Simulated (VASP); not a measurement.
Output of a VASP run:

### OUTCAR
```
 ion  position               nearest neighbor table
   1  0.499  0.001  0.001-  46 2.47  54 2.47  33 2.48  62 2.50
   2  0.751  0.249  0.001-  44 2.47  34 2.47  33 2.48  55 2.50
   3  0.751  0.000  0.249-  39 2.47  33 2.47  35 2.48  49 2.50
   4  0.999  0.001  0.001-  44 2.48  36 2.48  39 2.48  63 2.50
   5  0.251  0.249  0.001-  36 2.47  54 2.47  37 2.48  60 2.51
   6  0.499  0.501  0.001-  61 2.47  38 2.47  37 2.48  55 2.50
   7  0.751  0.749  0.001-  39 2.47  56 2.47  38 2.48  62 2.50
   8  0.251  0.001  0.249-  36 2.47  46 2.47  40 2.48  57 2.50
   9  0.493  0.243  0.244-  40 2.45  33 2.45  37 2.45  64 2.62
  10  0.757  0.507  0.243-  41 2.45  34 2.45  38 2.45  64 2.62
  11  0.499  0.000  0.501-  59 2.47  40 2.47  42 2.48  49 2.50
  12  0.757  0.243  0.508-  42 2.45  35 2.45  43 2.45  64 2.63
  13  0.751  0.001  0.749-  44 2.47  53 2.47  42 2.48  62 2.50
  14  0.999  0.501  0.001-  45 2.47  56 2.47  34 2.48  60 2.50
  15  0.251  0.749  0.001-  45 2.48  61 2.48  46 2.48  63 2.50
  16  1.000  0.249  0.249-  36 2.47  34 2.48  35 2.48  47 2.50
  17  0.250  0.501  0.249-  45 2.47  37 2.48  48 2.48  47 2.50
  18  0.499  0.750  0.249-  46 2.47  38 2.47  48 2.48  49 2.50
  19  0.999  0.001  0.501-  53 2.47  50 2.47  35 2.48  57 2.50
  20  0.250  0.249  0.501-  50 2.47  40 2.47  51 2.48  47 2.50
  21  0.493  0.507  0.508-  51 2.45  48 2.45  52 2.45  64 2.62
  22  0.751  0.750  0.501-  53 2.47  41 2.48  52 2.48  49 2.50
  23  0.251  0.001  0.749-  50 2.48  59 2.48  54 2.48  63 2.50
  24  0.499  0.249  0.750-  54 2.47  42 2.47  51 2.48  55 2.50
  25  0.751  0.501  0.750-  56 2.47  52 2.47  43 2.47  55 2.50
  26  0.999  0.749  0.249-  45 2.47  39 2.47  41 2.48  57 2.50
  27  1.000  0.501  0.501-  58 2.47  41 2.48  43 2.48  47 2.50
  28  0.251  0.749  0.501-  58 2.47  59 2.47  48 2.48  57 2.50
  29  0.999  0.249  0.749-  44 2.47  50 2.47  43 2.48  60 2.50
  30  0.251  0.501  0.749-  61 2.47  58 2.47  51 2.48  60 2.50
  31  0.499  0.749  0.749-  61 2.47  59 2.47  52 2.48  62 2.50
  32  0.999  0.749  0.749-  58 2.48  53 2.48  56 2.48  63 2.50
  33  0.626  0.125  0.125-   9 2.45   3 2.47   2 2.48   1 2.48
  34  0.875  0.374  0.125-  10 2.45   2 2.47  16 2.48  14 2.48
  35  0.875  0.125  0.374-  12 2.45  16 2.48   3 2.48  19 2.48
  36  0.125  0.125  0.125-   5 2.47  16 2.47   8 2.47   4 2.48
  37  0.375  0.375  0.125-   9 2.45  17 2.48   6 2.48   5 2.48
  38  0.624  0.625  0.125-  10 2.45  18 2.47   6 2.47   7 2.48
  39  0.875  0.875  0.125-   7 2.47   3 2.47  26 2.47   4 2.48
  40  0.374  0.124  0.376-   9 2.45  11 2.47  20 2.47   8 2.48
  41  0.875  0.625  0.376-  10 2.45  22 2.48  27 2.48  26 2.48
  42  0.624  0.125  0.626-  12 2.45  24 2.47  11 2.48  13 2.48
  43  0.876  0.376  0.626-  12 2.45  25 2.47  27 2.48  29 2.48
  44  0.875  0.125  0.875-  13 2.47   2 2.47  29 2.47   4 2.48
  45  0.125  0.625  0.125-  14 2.47  26 2.47  17 2.47  15 2.48
  46  0.375  0.875  0.125-   1 2.47   8 2.47  18 2.47  15 2.48
  47  0.125  0.375  0.375-  20 2.50  16 2.50  17 2.50  27 2.50
  48  0.375  0.625  0.375-  21 2.45  18 2.48  17 2.48  28 2.48
  49  0.625  0.875  0.375-  18 2.50  22 2.50  11 2.50   3 2.50
  50  0.125  0.125  0.625-  20 2.47  19 2.47  29 2.47  23 2.48
  51  0.374  0.374  0.626-  21 2.45  24 2.48  20 2.48  30 2.48
  52  0.626  0.625  0.626-  21 2.45  25 2.47  22 2.48  31 2.48
  53  0.875  0.875  0.625-  22 2.47  19 2.47  13 2.47  32 2.48
  54  0.375  0.125  0.875-  24 2.47   1 2.47   5 2.47  23 2.48
  55  0.625  0.375  0.875-   2 2.50   6 2.50  24 2.50  25 2.50
  56  0.875  0.625  0.875-  25 2.47  14 2.47   7 2.47  32 2.48
  57  0.125  0.875  0.375-  19 2.50   8 2.50  28 2.50  26 2.50
  58  0.125  0.625  0.625-  27 2.47  28 2.47  30 2.47  32 2.48
  59  0.375  0.875  0.625-  11 2.47  28 2.47  31 2.47  23 2.48
  60  0.125  0.375  0.875-  30 2.50  29 2.50  14 2.50   5 2.51
  61  0.375  0.625  0.875-  31 2.47  30 2.47   6 2.47  15 2.48
  62  0.625  0.875  0.875-  13 2.50  31 2.50   7 2.50   1 2.50
  63  0.125  0.875  0.875-  23 2.50   4 2.50  32 2.50  15 2.50
  64  0.625  0.375  0.376-   9 2.62  10 2.62  21 2.62  12 2.63
 Subroutine IBZKPT returns following result:
 Found      1 irreducible k-points:

 Following reciprocal coordinates:
            Coordinates               Weight
  0.000000  0.000000  0.000000      1.000000
 Subroutine IBZKPT_HF returns following result:
   k-points           NKPTS =      1   k-points in BZ     NKDIM =      1   number of bands    NBANDS=    162
   number of dos      NEDOS =    301   number of ions     NIONS =     64
   total plane-waves  NPLWV = 175616
   dimension x,y,z NGX =    56 NGY =   56 NGZ =   56
   dimension x,y,z NGXF=   112 NGYF=  112 NGZF=  112
   ions per type =              32  31   1
   PREC   = normal    normal or accurate (medium, high low for compatibility)
   ISTART =      1    job   : 0-new  1-cont  2-samecut
...
```

File OSZICAR:
```
       N       E                     dE             d eps       ncg     rms          rms(c)
DAV:   1    -0.341985293060E+03   -0.34199E+03   -0.22054E+01   372   0.989E+00    0.432E+01
DAV:   2    -0.342155881396E+03   -0.17059E+00   -0.74570E-01   390   0.192E+00    0.337E+01
DAV:   3    -0.342126661991E+03    0.29219E-01   -0.20262E-02   384   0.302E-01    0.211E+01
DAV:   4    -0.342114791486E+03    0.11871E-01   -0.46368E-03   344   0.127E-01    0.125E+01
DAV:   5    -0.342110810215E+03    0.39813E-02   -0.14997E-03   350   0.696E-02    0.740E+00
DAV:   6    -0.342109450841E+03    0.13594E-02   -0.41405E-04   342   0.382E-02    0.433E+00
DAV:   7    -0.342108998711E+03    0.45213E-03   -0.13578E-04   366   0.229E-02    0.249E+00
DAV:   8    -0.342108858774E+03    0.13994E-03   -0.45058E-05   278   0.138E-02    0.143E+00
DAV:   9    -0.342108820452E+03    0.38322E-04   -0.16719E-05   198   0.956E-03    0.832E-01
DAV:  10    -0.342108816457E+03    0.39947E-05   -0.83015E-06   182   0.694E-03
   1 F= -.34210882E+03 E0= -.34210882E+03  d E =-.182594E-08
```

File OUTCAR:
```
------------------------ aborting loop because EDIFF is reached ----------------------------------------
  volume of cell :     1506.97
      direct lattice vectors                 reciprocal lattice vectors
    11.464846211  0.000000000  0.000000000     0.087223150  0.000000000  0.000000000
     0.000000000 11.464846211  0.000000000     0.000000000  0.087223150  0.000000000
     0.000000000  0.000000000 11.464846211     0.000000000  0.000000000  0.087223150
  FREE ENERGIE OF THE ION-ELECTRON SYSTEM (eV)
  ---------------------------------------------------
  free  energy   TOTEN  =      -342.1088164573 eV

  energy  without entropy=     -342.1088164555  energy(sigma->0) =     -342.10881646

  exchange ACFDT corr.  =         0.00000000  see jH, gK, PRB 81, 115126
```
(Selected blocks of OUTCAR.)

**POSCAR**
```
Al32As31Se
1
   11.4648462108     0.0000000000     0.0000000000
    0.0000000000    11.4648462108     0.0000000000
    0.0000000000     0.0000000000    11.4648462108
Al As Se
32 31 1
Direct
  0.4986534989   0.0010003308   0.0013646661
  0.7509129604   0.2488617150   0.0005419435
  0.7510374535   0.0003418315   0.2489851696
  0.9989955144   0.0009842457   0.0010632527
  0.2511931130   0.2487093450   0.0014354176
  0.4988630086   0.5008763768   0.0005906449
  0.7513072796   0.7489064445   0.0013129824
  0.2508770235   0.0008422404   0.2487081072
  0.4934461143   0.2430865039   0.2443713383
  0.7567110391   0.5066272418   0.2434615334
  0.4989377085   0.0001347713   0.5012556362
  0.7574826340   0.2425794202   0.5078582335
  0.7513634319   0.0008385909   0.7492659433
  0.9989353856   0.5013517657   0.0013262697
  0.2509585259   0.7489320973   0.0010860037
  0.9996509228   0.2488779613   0.2490466034
  0.2504051114   0.5009753411   0.2489499043
  0.4989287274   0.7495509615   0.2490887813
  0.9989806910   0.0008822015   0.5014010721
  0.2500484336   0.2488217507   0.5011407647
  0.4925624248   0.5070206056   0.5079729107
  0.7510810550   0.7497209776   0.5011463469
  0.2510057305   0.0009671655   0.7490939707
  0.4989313954   0.2487506943   0.7500289212
  0.7511246695   0.5010686419   0.7499741140
  0.9989949281   0.7489022877   0.2486606108
  0.9997757432   0.5011095784   0.5011480401
  0.2510650927   0.7488688127   0.5013913656
  0.9990895407   0.2486322382   0.7493771910
  0.2508220369   0.5013787488   0.7493071030
  0.4985995130   0.7489554053   0.7493303742
  0.9989805237   0.7489705464   0.7490102972
  0.6255859300   0.1248322118   0.1251101750
  0.8751491108   0.3741278076   0.1248866289
  0.8752370579   0.1247222232   0.3743967413
  0.1251860190   0.1249647618   0.1250757146
  0.3750824074   0.3753475780   0.1252702786
  0.6241609222   0.6251037870   0.1249206199
  0.8750180175   0.8747861485   0.1250733651
  0.3744970886   0.1243958099   0.3761699158
  0.8752118590   0.6252106707   0.3758731183
  0.6241526649   0.1245454456   0.6255679017
  0.8755077943   0.3759055448   0.6256188630
  0.8748932653   0.1249448842   0.8749983409
  0.1248153456   0.6249451922   0.1250991733
  0.3749962389   0.8751086597   0.1251088707
  0.1249874360   0.3750042591   0.3749993835
  0.3748503912   0.6250469845   0.3745358912
  0.6249952456   0.8749330727   0.3750395423
  0.1246706833   0.1248722694   0.6251741015
  0.3743609092   0.3738571320   0.6257824368
  0.6258921159   0.6253556159   0.6256088066
  0.8749775845   0.8751948370   0.6250943617
  0.3749432388   0.1248750104   0.8754877792
  0.6249756472   0.3749637352   0.8751986198
  0.8750747241   0.6250602241   0.8754239898
  0.1249709479   0.8748894696   0.3751371077
  0.1252493833   0.6250208074   0.6250895133
  0.3749644513   0.8746562551   0.6251821329
  0.1250325717   0.3749744460   0.8753627103
  0.3749919544   0.6248788553   0.8750189166
  0.6249871909   0.8749805097   0.8753011040
  0.1249805232   0.8749693915   0.8750559222
  0.6250970493   0.3751575607   0.3758964602
```

Reconstruct the remaining input files.

This is not unique; one that fits is the input of the run itself, HSE06 screened hybrid, plane waves, VASP's PBE PAW potentials (set 64).

**KPOINTS**
```
Automatic
0
gamma
1 1 1
0 0 0
```

INCAR:
```
ALGO = Normal   # blocked Davidson
LHFCALC = T
AEXX = 0.25
NELMIN = 4
LWAVE = F
NELM = 50
GGA = PE   # PBE
PREC = Normal
ISYM = 0
LCHARG = F
LREAL = Auto   # projection in real space or not
NELECT = 258.0
SYSTEM = Al32As31Se
ENCUT = 400   # plane-wave cut-off (eV)
LMAXMIX = 4
ISIF = 0
HFSCREEN = 0.2   # 1/Angstrom
PRECFOCK = Fast
EDIFF = 1E-5   # SCF stop (eV)
SIGMA = 0.05
ISMEAR = 0   # Gaussian
LASPH = T
```

POTCAR, in this order: Al As Se (PBE.64 set). Program: vasp_gam. Read from the step before: WAVECAR.

The cell is charged, with a uniform compensating background. The supercell is sampled at Γ alone, which is coarse: total energies, pressure and levels can be off, energies of defects by several tenths of an eV.

The cell is a supercell with a defect, built from AlAs (zinc blende): Se_As, charge -1. The cell's shape comes from a PBE relaxation. The run is not spin-polarised, so no state with unpaired spins was tried.
